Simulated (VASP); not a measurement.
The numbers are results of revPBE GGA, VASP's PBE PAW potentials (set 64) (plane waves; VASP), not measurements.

VASP ran on this input.

POSCAR:
```
AuAl2
1
    0.0000000000     3.0111888137     3.0111888137
    3.0111888137     0.0000000000     3.0111888137
    3.0111888137     3.0111888137     0.0000000000
Al Au
2 1
Direct
  0.2500000000   0.2500000000   0.2500000000
  0.7500000000   0.7500000000   0.7500000000
  0.0000000000   0.0000000000   0.0000000000
```

### INCAR
```
# general
SYSTEM   =  AuAl2
PREC     =  Accurate
ENCUT    =  520   # plane-wave cut-off (eV)
LREAL    =  .FALSE.
LASPH    =  .TRUE.

# electronic loop
EDIFF    =  1E-7   # SCF stop (eV)
NELM     =  100   # most electronic steps
ALGO     =  Normal   # blocked Davidson
LMAXMIX  =  6   # l cut-off of mixed one-centre charges

# smearing
ISMEAR   =  1
SIGMA    =  0.1

# functional
GGA      =  RE   # revPBE

# ions
ISIF     =  2   # forces and stress, cell fixed

# output
LWAVE    =  .FALSE.
LCHARG   =  .FALSE.
```

### KPOINTS
```
Automatic mesh
0
Gamma
9 9 9
0 0 0
```

POTCAR, in this order: Al Au (PBE.64 set). Program: vasp_std.

Unless said otherwise, spin-orbit coupling is left out, though it shifts the bands of the heavy elements here.

Problem. Estimate the energy per atom (σ→0), pressure, band gap (on the k-mesh).

Solution. 
energy per atom (σ→0): -356.8 kJ/mol-atom
band gap (on the k-mesh): none (metal, semimetal or under 0.01 eV)
pressure: 3.28 GPa

File OSZICAR:
```
...
DAV:   7    -0.111183261645E+02    0.64310E-01   -0.27034E-01   880   0.617E+00    0.195E+00
DAV:   8    -0.110943811065E+02    0.23945E-01   -0.24383E-02   980   0.129E+00    0.413E-01
DAV:   9    -0.110935990136E+02    0.78209E-03   -0.39043E-03   968   0.755E-01    0.194E-01
DAV:  10    -0.110938216564E+02   -0.22264E-03   -0.37991E-04   892   0.155E-01    0.370E-02
DAV:  11    -0.110938187375E+02    0.29188E-05   -0.80813E-06  1052   0.249E-02    0.144E-02
DAV:  12    -0.110938241192E+02   -0.53817E-05   -0.13183E-05   880   0.245E-02    0.512E-03
DAV:  13    -0.110938242026E+02   -0.83337E-07   -0.38063E-07  1032   0.703E-03
   1 F= -.11093824E+02 E0= -.11093466E+02  d E =-.107533E-02
```

The compound is AuAl2 in the fluorite structure. This cell is one point of a volume scan, at 0.97 of the reference volume. The electron count is odd and the run is not spin-polarised, which forces a metal.
